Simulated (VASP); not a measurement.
Given:

```yaml
crystal:
  lattice:
    - [0.00000, 2.71550, 2.71550]
    - [2.71550, 0.00000, 2.71550]
    - [2.71550, 2.71550, 0.00000]
  atoms:
    - { symbol: Si, position: [0.00000, 0.00000, 0.00000] }
    - { symbol: Si, position: [0.25000, 0.25000, 0.25000] }
```

Computed with G0W0 on PBE orbitals, VASP's PBE PAW potentials (set 64) (plane waves; VASP). Settings: PREC = Normal, 350 eV cut-off, 4×4×4 Γ-centred mesh, Gaussian smearing of 0.010 eV, potentials Si_GW.

The mesh is coarse and the basis finite, so the quasiparticle values are not converged.

NBANDS = 320, ENCUTGW = 300 eV, NOMEGA = 64. The PBE levels (eV) that the step starts from are:

| state | KS energy | filling |
|---|---|---|
| k1 (0.00, 0.00, 0.00), band 1 | -6.46 | 2 |
| k1 (0.00, 0.00, 0.00), band 2 | 5.51 | 2 |
| k1 (0.00, 0.00, 0.00), band 3 | 5.51 | 2 |
| k1 (0.00, 0.00, 0.00), band 4 | 5.51 | 2 |
| k1 (0.00, 0.00, 0.00), band 5 | 8.05 | 0 |
| k1 (0.00, 0.00, 0.00), band 6 | 8.05 | 0 |
| k1 (0.00, 0.00, 0.00), band 7 | 8.05 | 0 |
| k1 (0.00, 0.00, 0.00), band 8 | 8.87 | 0 |
| k2 (0.25, 0.00, 0.00), band 1 | -5.66 | 2 |
| k2 (0.25, 0.00, 0.00), band 2 | 1.57 | 2 |
| k2 (0.25, 0.00, 0.00), band 3 | 4.74 | 2 |
| k2 (0.25, 0.00, 0.00), band 4 | 4.74 | 2 |
| k2 (0.25, 0.00, 0.00), band 5 | 7.52 | 0 |
| k2 (0.25, 0.00, 0.00), band 6 | 8.99 | 0 |
| k2 (0.25, 0.00, 0.00), band 7 | 8.99 | 0 |
| k2 (0.25, 0.00, 0.00), band 8 | 12.42 | 0 |
| k6 (-0.25, 0.25, 0.00), band 1 | -4.42 | 2 |
| k6 (-0.25, 0.25, 0.00), band 2 | 0.02 | 2 |
| k6 (-0.25, 0.25, 0.00), band 3 | 1.74 | 2 |
| k6 (-0.25, 0.25, 0.00), band 4 | 4.17 | 2 |
| k6 (-0.25, 0.25, 0.00), band 5 | 7.94 | 0 |
| k6 (-0.25, 0.25, 0.00), band 6 | 10.28 | 0 |
| k6 (-0.25, 0.25, 0.00), band 7 | 10.64 | 0 |
| k6 (-0.25, 0.25, 0.00), band 8 | 11.64 | 0 |

Give the quasiparticle energies and renormalisation factors Z.

```
state                           QP energy (eV)     Z
------------------------------  --------------  ----
k1 (0.00, 0.00, 0.00), band 1            -6.99  0.69
k1 (0.00, 0.00, 0.00), band 2             4.87  0.76
k1 (0.00, 0.00, 0.00), band 3             4.87  0.76
k1 (0.00, 0.00, 0.00), band 4             4.87  0.76
k1 (0.00, 0.00, 0.00), band 5             8.08  0.76
k1 (0.00, 0.00, 0.00), band 6             8.08  0.76
k1 (0.00, 0.00, 0.00), band 7             8.08  0.76
k1 (0.00, 0.00, 0.00), band 8             8.99  0.75
k2 (0.25, 0.00, 0.00), band 1            -6.19  0.66
k2 (0.25, 0.00, 0.00), band 2             0.95  0.72
k2 (0.25, 0.00, 0.00), band 3             4.11  0.75
k2 (0.25, 0.00, 0.00), band 4             4.11  0.75
k2 (0.25, 0.00, 0.00), band 5             7.53  0.76
k2 (0.25, 0.00, 0.00), band 6             9.02  0.75
k2 (0.25, 0.00, 0.00), band 7             9.02  0.75
k2 (0.25, 0.00, 0.00), band 8            12.41  0.74
k6 (-0.25, 0.25, 0.00), band 1           -4.97  0.69
k6 (-0.25, 0.25, 0.00), band 2           -0.58  0.71
k6 (-0.25, 0.25, 0.00), band 3            1.10  0.74
k6 (-0.25, 0.25, 0.00), band 4            3.53  0.75
k6 (-0.25, 0.25, 0.00), band 5            7.93  0.76
k6 (-0.25, 0.25, 0.00), band 6           10.32  0.74
k6 (-0.25, 0.25, 0.00), band 7           10.56  0.75
k6 (-0.25, 0.25, 0.00), band 8           11.63  0.74
```
On the mesh the gap opens from 0.69 to 1.24 eV.

The compound is Si in the diamond structure. The cell was not relaxed at this level. The k-mesh is coarse (spacing up to 0.50 per Å, 2π included), so the numbers may not be converged in it.
